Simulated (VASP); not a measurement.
Consider the following.

```
CELL_PARAMETERS angstrom
      2.85078     0.00000     0.00000
      0.00000     2.85078     0.00000
      0.00000     0.00000     2.85078
ATOMIC_POSITIONS crystal
  Zn 0.50000 0.50000 0.50000
  Cu 0.00000 0.00000 0.00000
```

The numbers are results of PBE GGA with D3 dispersion (zero damping), VASP's PBE PAW potentials (set 64) (plane waves; VASP), not measurements. Settings: 520 eV cut-off, 12×12×12 Γ-centred mesh, first-order Methfessel-Paxton smearing of 0.10 eV, potentials Zn Cu.

Question: Give the stress tensor in GPa (positive for a compressed cell).

Answer: 
```
9.88  0.00  0.00
0.00  9.88  0.00
0.00  0.00  9.88
```
The pressure is its mean diagonal, 9.88 GPa.

The compound is CuZn in the CsCl type structure. This cell is one point of a volume scan, at 0.94 of the reference volume. The electron count is odd and the run is not spin-polarised, which forces a metal.
